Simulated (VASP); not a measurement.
The input files of a VASP run:

### KPOINTS
```
Automatic
0
Gamma
 6 6 4
```

**INCAR**
```
LMAXMIX = 4   ! l cut-off of mixed one-centre charges
LASPH = .TRUE.   ! aspherical one-centre terms
SYSTEM = ZnS
LREAL = .FALSE.   ! projection in real space or not
EDIFF = 1E-8
ENCUT = 400   ! plane-wave cut-off (eV)
ISIF = 2
LCHARG = .FALSE.
SIGMA = 0.05   ! width (eV)
EDIFFG = -0.001
LWAVE = .FALSE.
METAGGA = R2SCAN
ALGO = Normal   ! blocked Davidson
IBRION = 1   ! quasi-Newton
PREC = Accurate
ISMEAR = 0   ! Gaussian
NELM = 100   ! most electronic steps
LMIXTAU = .TRUE.
NSW = 30   ! most ionic steps
```

**POSCAR**
```
ZnS
1
    1.9006972066    -3.2921040899    -0.0000000000
    1.9006972066     3.2921040899     0.0000000000
    0.0000000000     0.0000000000     6.2287366761
Zn S
2 2
Direct
  0.6666670000   0.3333330000   0.5000723877
  0.3333330000   0.6666670000   0.0000723877
  0.6666670000   0.3333330000   0.8749276123
  0.3333330000   0.6666670000   0.3749276123
```

POTCAR, in this order: Zn S (PBE.64 set). Program: vasp_std.

**Question.** Translate this r2SCAN calculation to Ansatz.

**Answer.** One equivalent input (not run):
Ansatz 0.2 input:
```yaml
crystal:
  lattice:
    - [1.9006972, -3.2921041, 0.0000000]
    - [1.9006972, 3.2921041, 0.0000000]
    - [0.0000000, 0.0000000, 6.2287367]
  atoms:
    - { symbol: Zn, position: [0.6666670, 0.3333330, 0.5000724] }
    - { symbol: Zn, position: [0.3333330, 0.6666670, 0.0000724] }
    - { symbol: S, position: [0.6666670, 0.3333330, 0.8749276] }
    - { symbol: S, position: [0.3333330, 0.6666670, 0.3749276] }
kpoints:
  mp_grid: { grid: [6, 6, 4] }
hamiltonian:
  xc: r2scan
  pseudopotentials: { kind: paw }
scf:
  occupations: { method: gaussian, width: 0.05 }
  max_iter: 100
relax:
  max_steps: 30
  f_tol: 0.001
output: { forces: true, stress: true, eigenvalues: true }
```
What does not carry over: each code has its own PAW files, so the cut-off isn't converted (ENCUT is set for VASP's; basis.ecutwfc is left out, and Ansatz then takes the one that its files recommend); Ansatz stops its SCF on the density residual and VASP on the energy change (EDIFF).

The compound is ZnS in the wurtzite structure, the high-temperature form. This run relaxes the ions in a fixed cell. Symmetry was kept, so distortions that lower it aren't found. The start is the result of an earlier pass.
